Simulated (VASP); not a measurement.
Given:

```
Be
1.0
    1.14500    -1.98320     0.00000
    1.14500     1.98320     0.00000
    0.00000     0.00000     3.58000
Be
2
Direct
  0.33333   0.66667   0.25000
  0.66667   0.33333   0.75000
```

Computed with AM05 GGA, VASP's PBE PAW potentials (set 64) (plane waves; VASP). Run with 520 eV cut-off, 16×16×9 Γ-centred mesh, first-order Methfessel-Paxton smearing of 0.10 eV, potentials Be.

Energy and stress use the plane-wave basis of the starting cell.

Task: The ions, cell shape and volume are relaxed. Predict the relaxed structure.

Result: 
```
Be
1.0
    1.13091    -1.95879     0.00000
    1.13091     1.95879     0.00000
    0.00000     0.00000     3.55943
Be
2
Direct
  0.33333   0.66667   0.25000
  0.66667   0.33333   0.75000
```
Space group P6_3/mmc (194), at a tolerance of 0.03 Å.

Task: How do energy and volume change from the first to the last step?

Result: The energy (σ→0) changes by -2.9 meV/atom and the volume by -3.0 %, in 5 ionic steps.

The compound is Be in the hcp structure. This run relaxes it. Symmetry was kept, so distortions that lower it aren't found.
